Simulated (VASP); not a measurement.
Consider the following.

```
CELL_PARAMETERS angstrom
      0.00000     3.10779     3.10779
      3.10779     0.00000     3.10779
      3.10779     3.10779     0.00000
ATOMIC_POSITIONS crystal
  Pb 0.00000 0.00000 0.00000
  Se 0.50000 0.50000 0.50000
```

All values below come from PBE GGA, VASP's PBE PAW potentials (set 64) (plane waves; VASP). Run with 520 eV cut-off, Gaussian smearing of 0.050 eV, potentials Pb_d Se.

Unless said otherwise, spin-orbit coupling is left out, though it shifts the bands of the heavy elements here.

Problem. Give the energies of bands 7 to 13 at the high-symmetry points, in eV from the valence-band maximum.

Solution. 
```json
[
 {"band": "7", "Γ": "-6.34", "X": "-7.28", "U": "-7.84", "L": "-8.52", "W": "-7.82"},
 {"band": "8", "Γ": "-1.64", "X": "-4.57", "U": "-4.19", "L": "-1.26", "W": "-3.86"},
 {"band": "9", "Γ": "-1.64", "X": "-2.92", "U": "-2.44", "L": "-1.26", "W": "-3.86"},
 {"band": "10", "Γ": "-1.64", "X": "-2.92", "U": "-2.18", "L": "0.00", "W": "-0.67"},
 {"band": "11", "Γ": "4.64", "X": "3.92", "U": "3.40", "L": "0.43", "W": "1.96"},
 {"band": "12", "Γ": "4.64", "X": "5.47", "U": "3.98", "L": "1.82", "W": "4.95"},
 {"band": "13", "Γ": "4.64", "X": "5.47", "U": "5.35", "L": "1.82", "W": "4.95"}
]
```

The gap is direct, 0.44 eV, from the valence maximum at L to the conduction minimum at L.

The compound is PbSe in the rock salt structure. It was relaxed first.
